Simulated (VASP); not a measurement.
Elastic constants (GPa) of a crystal from VASP 6.6.1 with PBEsol GGA, VASP's PBE PAW potentials (set 64):

|  | xx | yy | zz | yz | xz | xy |
|---|---|---|---|---|---|---|
| xx | 291.6 | 63.7 | 2.4 | 0.0 | 0.0 | 0.0 |
| yy | 63.7 | 291.6 | 2.4 | 0.0 | 0.0 | 0.0 |
| zz | 2.4 | 2.4 | 401.0 | 0.0 | 0.0 | 0.0 |
| yz | 0.0 | 0.0 | 0.0 | 177.5 | 0.0 | 0.0 |
| xz | 0.0 | 0.0 | 0.0 | 0.0 | 177.5 | 0.0 |
| xy | 0.0 | 0.0 | 0.0 | 0.0 | 0.0 | 113.9 |

Finite-difference elastic constants of metals are sensitive to mesh and smearing; shear constants can be off by tens of GPa.

Problem. Work out the Voigt, Reuss and Hill moduli, Young's modulus and Poisson's ratio.

Solution. All eigenvalues are positive (smallest 113.9 GPa), so the crystal is stable. K_V = (C11+C22+C33+2(C12+C13+C23))/9 = (984.2 + 2×68.5)/9 = 124.6 GPa; G_V = (984.2 − 68.5 + 3×468.9)/15 = 154.8 GPa. From the compliances, K_R = 124.1 GPa and G_R = 146.8 GPa. Hill: K = 124.4 GPa, G = 150.8 GPa, E = 9KG/(3K+G) = 322.2 GPa, ν = (3K−2G)/(2(3K+G)) = 0.068. K/G = 0.82, below Pugh's 1.75; universal anisotropy A^U = 0.28.

Problem. With a density of 1.91 g/cm³, what are the mean sound speeds?

Solution. v_l = √((K+4G/3)/ρ) = 13.07 km/s and v_t = √(G/ρ) = 8.90 km/s. The crystal is Be (hcp), hexagonal.

The compound is Be in the hcp structure. It was relaxed first.
